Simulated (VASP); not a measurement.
These are PBEsol GGA, VASP's PBE PAW potentials (set 64) (plane waves; VASP) values and carry that method's errors.

VASP input:

File POSCAR:
```
WAl
1
    2.8276659865     0.0000000000     0.0000000000
   -1.4138329932     2.4488306086    -0.0000000000
   -0.0000000000    -0.0000000000     8.8362482676
W Al
2 2
Direct
  0.0000000000   0.0000000000   0.0000000000
  0.0000000000   0.0000000000   0.5000000000
  0.3333330000   0.6666670000   0.2500000000
  0.6666670000   0.3333330000   0.7500000000
```

KPOINTS:
```
Automatic mesh
0
G
 14 14 4
```

INCAR:
```
! general
SYSTEM  = WAl
PREC    = Accurate
ENCUT   = 400
LREAL   = .FALSE.
LASPH   = .TRUE.

! electronic loop
EDIFF   = 1E-7
NELM    = 100
ALGO    = Normal
LMAXMIX = 6

! smearing
ISMEAR  = -5

! functional
GGA     = PS

! ions
ISIF    = 2

! output
LWAVE   = .FALSE.
LCHARG  = .TRUE.
LORBIT  = 11
NEDOS   = 601

! other
LEFG    = .TRUE.
```

POTCAR, in this order: W_sv Al (PBE.64 set). Program: vasp_std.

Output

**OSZICAR**
```
       N       E                     dE             d eps       ncg     rms          rms(c)
DAV:   1     0.264091164216E+03    0.26409E+03   -0.16000E+04  3192   0.141E+03
DAV:   2    -0.259121601208E+02   -0.29000E+03   -0.28286E+03  3380   0.418E+02
DAV:   3    -0.372790523704E+02   -0.11367E+02   -0.10900E+02  3893   0.752E+01
DAV:   4    -0.375049434501E+02   -0.22589E+00   -0.22444E+00  3547   0.102E+01
DAV:   5    -0.375096268464E+02   -0.46834E-02   -0.46790E-02  3763   0.150E+00    0.288E+01
DAV:   6    -0.360215948687E+02    0.14880E+01   -0.50986E+00  3492   0.166E+01    0.970E+00
DAV:   7    -0.357546154525E+02    0.26698E+00   -0.47571E-01  3314   0.491E+00    0.226E+00
DAV:   8    -0.357276548327E+02    0.26961E-01   -0.48666E-02  3568   0.148E+00    0.478E-01
DAV:   9    -0.357237488837E+02    0.39059E-02   -0.35525E-03  3578   0.567E-01    0.109E-01
DAV:  10    -0.357236842494E+02    0.64634E-04   -0.36522E-04  3886   0.131E-01    0.670E-02
DAV:  11    -0.357236755491E+02    0.87003E-05   -0.24682E-05  3727   0.339E-02    0.984E-03
DAV:  12    -0.357236789958E+02   -0.34468E-05   -0.25709E-06  2945   0.818E-03    0.481E-03
DAV:  13    -0.357236771558E+02    0.18400E-05   -0.33583E-07  2929   0.403E-03    0.601E-04
DAV:  14    -0.357236771028E+02    0.53062E-07   -0.19182E-08  2002   0.111E-03
   1 F= -.35723677E+02 E0= -.35723677E+02  d E =0.000000E+00
```

### OUTCAR
```
------------------------ aborting loop because EDIFF is reached ----------------------------------------
  FORCE on cell =-STRESS in cart. coord.  units (eV):
  Direction    XX          YY          ZZ          XY          YZ          ZX
  --------------------------------------------------------------------------------------
  Total        0.0765101      0.0765101     -0.0136826      0.0000000     -0.0000000      0.0000000
  in kB        2.0034316      2.0034316     -0.3582807      0.0000000     -0.0000000      0.0000000
  external PRESSURE =       1.2161942 kB  Pullay stress =       0.0000000 kB
  volume of cell :       61.19
      direct lattice vectors                 reciprocal lattice vectors
     2.827665987  0.000000000  0.000000000     0.353648558  0.204179088  0.000000000
    -1.413832993  2.448830609  0.000000000     0.000000000  0.408358176  0.000000000
     0.000000000  0.000000000  8.836248268     0.000000000  0.000000000  0.113170202
 POSITION                                       TOTAL-FORCE (eV/Angst)
 -----------------------------------------------------------------------------------
      0.00000      0.00000      0.00000        -0.000000      0.000000     -0.000000
      0.00000      0.00000      4.41812        -0.000000      0.000000     -0.000000
     -0.00000      1.63255      2.20906        -0.000000     -0.000000      0.000000
      1.41383      0.81628      6.62719         0.000000      0.000000     -0.000000
 -----------------------------------------------------------------------------------
    total drift:                                0.000000     -0.000000     -0.000000
  FREE ENERGIE OF THE ION-ELECTRON SYSTEM (eV)
  ---------------------------------------------------
  free  energy   TOTEN  =       -35.7236771028 eV

  energy  without entropy=      -35.7236771028  energy(sigma->0) =      -35.72367710

 total charge

# of ion       s       p       d       tot
------------------------------------------
    1        2.382   6.307   3.372  12.061
    2        2.382   6.307   3.372  12.061
    3        0.414   0.412   0.000   0.826
    4        0.414   0.412   0.000   0.826
--------------------------------------------------
tot          5.591  13.438   6.744  25.773

 Electric field gradients after diagonalization (V/A^2)
 (convention: |V_zz| > |V_xx| > |V_yy|)
----------------------------------------------------------------------
 ion       V_xx      V_yy      V_zz     asymmetry (V_yy - V_xx)/ V_zz
----------------------------------------------------------------------
   1    -194.121  -194.120   388.242       0.000
   2    -194.121  -194.120   388.242       0.000
   3      18.059    18.059   -36.118       0.000
   4      18.059    18.059   -36.118       0.000
```
(Selected blocks of OUTCAR.)

### OUTCAR
```
 val. band max:        9.9661376454   @ k =   0.3571   0.0714   0.0000

 cond. band min:       9.8983858113   @ k =   0.2143   0.0000   0.0000


 Fermi energy:         9.9721422707

 k-point     1 :       0.0000    0.0000    0.0000
  band No.  band energies     occupation
      1     -63.8782      2.00000
      2     -63.8781      2.00000
      3     -28.2926      2.00000
      4     -28.2839      2.00000
      5     -27.5479      2.00000
      6     -27.5479      2.00000
      7     -27.5478      2.00000
      8     -27.5478      2.00000
      9      -0.7336      2.00000
     10       1.2374      2.00000
     11       2.0349      2.00000
     12       4.8516      2.00000
     13       7.4645      2.00000
     14       7.8865      2.00000
     15       9.5968      2.00000
     16       9.5968      2.00000
     17       9.6216      2.00000
     18       9.6216      2.00000
     19      12.1851      0.00000
     20      12.1851      0.00000
     21      12.4236      0.00000

 k-point     2 :       0.0714    0.0000    0.0000
  band No.  band energies     occupation
      1     -63.8743      2.00000
      2     -63.8742      2.00000
      3     -28.2852      2.00000
      4     -28.2766      2.00000
      5     -27.5979      2.00000
      6     -27.5977      2.00000
      7     -27.5594      2.00000
      8     -27.5592      2.00000
      9      -0.5837      2.00000
     10       1.3286      2.00000
     11       2.2366      2.00000
     12       5.0395      2.00000
     13       7.5685      2.00000
     14       7.7545      2.00000
     15       9.3781      2.00000
     16       9.4317      2.00000
     17       9.7791      1.76162
     18       9.8055      1.65533
     19      11.7805      0.00000
     20      12.0905      0.00000
     21      12.3438      0.00000

 k-point     3 :       0.1429    0.0000    0.0000
  band No.  band energies     occupation
      1     -63.8634      2.00000
      2     -63.8633      2.00000
      3     -28.2643      2.00000
...
```

For a metal the tetrahedron method with Blöchl corrections gives inexact stress and forces. Unless said otherwise, spin-orbit coupling is left out, though it shifts the bands of the heavy elements here.

The structure was generated: WAl was put into the NiAs type type (P6_3/mmc), which need not be its known phase. It was relaxed first, which changed the volume by -45 %.
